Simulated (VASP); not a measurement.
Calculation: PBE GGA, VASP's PBE PAW potentials (set 64) (plane waves; VASP).

The input files of a VASP run:

INCAR:
```
SYSTEM = MgS
PREC = Accurate; ENCUT = 500; LREAL = .FALSE.
LASPH = .TRUE.
EDIFF = 1E-6; NELM = 100; ALGO = Normal
ISMEAR = 0; SIGMA = 0.05
GGA = PE
IBRION = 2; NSW = 40; ISIF = 3
EDIFFG = -0.02; PSTRESS = 450
LWAVE = .FALSE.; LCHARG = .FALSE.
```

File POSCAR:
```
MgS
1.0
  0.0000000000   2.3507830224   2.3507830224
  2.3507830224   0.0000000000   2.3507830224
  2.3507830224   2.3507830224   0.0000000000
Mg S
1 1
Cartesian
  2.3507830224   2.3507830224   4.7015660448
  2.3507830224   2.3507830224   2.3507830224
```

**KPOINTS**
```
Automatic mesh
0
Gamma
10 10 10
0 0 0
```

POTCAR, in this order: Mg S (PBE.64 set). Program: vasp_std.

Output of the run:

OSZICAR:
```
       N       E                     dE             d eps       ncg     rms          rms(c)
DAV:   1     0.217721891048E+02    0.21772E+02   -0.40575E+03   824   0.826E+02
DAV:   2    -0.723469738349E+01   -0.29007E+02   -0.27828E+02  1056   0.112E+02
DAV:   3    -0.782211557266E+01   -0.58742E+00   -0.58742E+00   904   0.210E+01
DAV:   4    -0.782379390739E+01   -0.16783E-02   -0.16783E-02  1240   0.128E+00
DAV:   5    -0.782379559013E+01   -0.16827E-05   -0.16827E-05   952   0.297E-02    0.631E+00
DAV:   6    -0.751470743765E+01    0.30909E+00   -0.62847E-01   784   0.443E+00    0.503E+00
DAV:   7    -0.746707028669E+01    0.47637E-01   -0.25917E-01   864   0.298E+00    0.289E+00
DAV:   8    -0.746716240444E+01   -0.92118E-04   -0.86420E-03   928   0.777E-01    0.798E-01
DAV:   9    -0.746709918743E+01    0.63217E-04   -0.18736E-04  1072   0.133E-01    0.150E-01
DAV:  10    -0.746711852848E+01   -0.19341E-04   -0.32806E-05  1032   0.485E-02    0.118E-02
DAV:  11    -0.746711695418E+01    0.15743E-05   -0.68971E-06   936   0.152E-02    0.344E-03
DAV:  12    -0.746711696651E+01   -0.12329E-07   -0.10353E-07   552   0.302E-03
   1 F= -.16969325E+00 E0= -.16969325E+00  d E =-.169693E+00
```

OUTCAR:
```
------------------------ aborting loop because EDIFF is reached ----------------------------------------
  FORCE on cell =-STRESS in cart. coord.  units (eV):
  Direction    XX          YY          ZZ          XY          YZ          ZX
  --------------------------------------------------------------------------------------
  Total        7.2889511      7.2889511      7.2889511      0.0000000      0.0000000     -0.0000000
  in kB      449.4775337    449.4775337    449.4775337      0.0000000      0.0000000     -0.0000000
  external PRESSURE =      -0.5224663 kB  Pullay stress =     450.0000000 kB
  volume of cell :       25.98
      direct lattice vectors                 reciprocal lattice vectors
     0.000000000  2.350783022  2.350783022    -0.212695087  0.212695087  0.212695087
     2.350783022  0.000000000  2.350783022     0.212695087 -0.212695087  0.212695087
     2.350783022  2.350783022  0.000000000     0.212695087  0.212695087 -0.212695087
 POSITION                                       TOTAL-FORCE (eV/Angst)
 -----------------------------------------------------------------------------------
      0.00000      0.00000      0.00000         0.000000     -0.000000      0.000000
      2.35078      2.35078      2.35078        -0.000000      0.000000     -0.000000
 -----------------------------------------------------------------------------------
    total drift:                               -0.000000     -0.000000      0.000000
  FREE ENERGIE OF THE ION-ELECTRON SYSTEM (eV)
  ---------------------------------------------------
  free  energy   TOTEN  =        -7.4671169665 eV

  energy  without entropy=       -7.4671169665  energy(sigma->0) =       -7.46711697
  enthalpy is  TOTEN    =        -0.1696932525 eV   P V=        7.2974237140

 reached required accuracy - stopping structural energy minimisation
```
(Selected blocks of OUTCAR.)

The compound is MgS in the rock salt structure. It was relaxed first under an external pressure of 45 GPa.
